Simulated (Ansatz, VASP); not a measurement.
# InRu2: VASP beside Ansatz

File INCAR:

```
  ALGO = Normal
  EDIFF = 1E-7
  ENCUT = 520
  GGA = PE
  ISIF = 2
  ISMEAR = 0
  LASPH = T
  LCHARG = F
  LREAL = F
  LWAVE = F
  NBANDS = 28
  NELM = 100
  PREC = Accurate
  SIGMA = 0.1
```

Contents of KPOINTS:

```
k-points
0
Gamma
  6 6 4
```

Contents of POSCAR:

```
InRu2
1.0
    2.8930400500      0.0000000000      0.0000000000
    0.0000000000      2.8930400500      0.0000000000
    0.0000000000      0.0000000000      5.5273877300
In Ru
1 2
Direct
    0.0000000000      0.0000000000      0.0000000000
    0.5000000000      0.5000000000      0.2700000100
    0.5000000000      0.5000000000      0.7299999900
```

Input for Ansatz:

```yaml
crystal:
  lattice:
    - [2.89304005, 0.0, 0.0]
    - [0.0, 2.89304005, 0.0]
    - [0.0, 0.0, 5.52738773]
  atoms:
    - { symbol: In, position: [0.0, 0.0, 0.0] }
    - { symbol: Ru, position: [0.5, 0.5, 0.27000001] }
    - { symbol: Ru, position: [0.5, 0.5, 0.72999999] }
basis:
  ecutwfc: 420
kpoints:
  mp_grid: { grid: [6, 6, 4] }
hamiltonian:
  xc: pbe
scf:
  occupations: { method: gaussian, width: 0.1 }
  lower_state_search: "off"
output:
  forces: true
  stress: true
  eigenvalues: true
```

Change from the starting cell: species swapped into the FeSi2 type (P4/mmm, No. 123).

Alike in both runs: task single point; functional PBE; k mesh 6 × 6 × 4; occupations gaussian, width 0.1 eV; no spin polarisation.

|  | VASP | Ansatz |
| --- | --- | --- |
| version | VASP 6.6.1 | Ansatz 0.2.0 |
| potentials or method | VASP PAW PBE potentials, release 64 (In_d, Ru_pv) | scalar-relativistic, plane waves, PAW |
| plane-wave cutoff (eV) | 520 | 420 |
| valence electrons in the cell | 41 | 45 |

Ansatz gave:

| Item | Value |
| --- | --- |
| gap on the k mesh at the Fermi level (eV) | none |
| rms of the force components (eV/Å) | 2.600 |

Problem. Which values does VASP return?

Solution. gap on the k mesh at the Fermi level (eV): none; rms of the force components (eV/Å): 2.622.

Atom by atom the forces differ by 0.022 eV/Å (rms over components). A gap of «none» marks a metal or a gap that the smearing closes. The functional is the same, so the differences come from potentials, cutoffs and numerics. The two sets of potentials don't hold the same shells in valence.

Caveats: the k mesh is coarse (spacing up to 0.36 Å⁻¹), so the values aren't converged; forces of over 1 eV/Å show positions far from the minimum, so gaps and moduli don't describe the material at rest.
